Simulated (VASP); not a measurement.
Computed with PBEsol GGA, VASP's PBE PAW potentials (set 64) (plane waves; VASP).

VASP ran on this input.

### KPOINTS
```
Regular mesh
0
Gamma
 10 10 10
0 0 0
```

POSCAR:
```
HfO2
1
    0.0000000000     2.5100670508     2.5100670508
    2.5100670508     0.0000000000     2.5100670508
    2.5100670508     2.5100670508     0.0000000000
Hf O
1 2
Direct
  0.0000000000   0.0000000000   0.0000000000
  0.7500000000   0.7500000000   0.7500000000
  0.2500000000   0.2500000000   0.2500000000
```

**INCAR**
```
# general
SYSTEM   =  HfO2
PREC     =  Accurate
ENCUT    =  520   # plane-wave cut-off (eV)
LREAL    =  .FALSE.
LASPH    =  .TRUE.   # aspherical one-centre terms
NBANDS   =  45

# electronic loop
EDIFF    =  1E-7   # SCF stop (eV)
NELM     =  100
ALGO     =  Normal   # blocked Davidson
LMAXMIX  =  6   # l cut-off of mixed one-centre charges

# smearing
ISMEAR   =  0   # Gaussian
SIGMA    =  0.01   # width (eV)

# functional
GGA      =  PS   # PBEsol

# output
LWAVE    =  .FALSE.
LCHARG   =  .FALSE.
NEDOS    =  1001   # DOS grid

# other
LOPTICS  =  .TRUE.
CSHIFT   =  0.1
```

POTCAR, in this order: Hf_pv O (PBE.64 set). Program: vasp_std.

Unless said otherwise, spin-orbit coupling is left out, though it shifts the bands of the heavy elements here.

Question: Predict the energy per atom (σ→0), band gap (on the k-mesh).

Answer: 
```json
{
  "energy per atom (σ→0)": "-10.546 eV/atom",
  "band gap (on the k-mesh)": "3.75 eV"
}
```

### OSZICAR
```
...
DAV:   9    -0.316369513915E+02    0.65979E-02   -0.10189E-02  4594   0.549E-01    0.209E+00
DAV:  10    -0.316369577793E+02   -0.63877E-05   -0.10704E-03  4824   0.136E-01    0.251E-01
DAV:  11    -0.316369476800E+02    0.10099E-04   -0.35211E-05  4914   0.238E-02    0.816E-02
DAV:  12    -0.316369566624E+02   -0.89824E-05   -0.58376E-06  4666   0.951E-03    0.155E-02
DAV:  13    -0.316369567936E+02   -0.13122E-06   -0.27827E-07  5052   0.254E-03    0.609E-03
DAV:  14    -0.316369568541E+02   -0.60507E-07   -0.80473E-08  4168   0.112E-03
   1 F= -.31636957E+02 E0= -.31636957E+02  d E =-.958085E-22
 imaginary and real dielectric function
```

The structure comes from a computed database's HfO2 entry (Fm-3m); how it stands against other phases isn't given here. It was relaxed first.
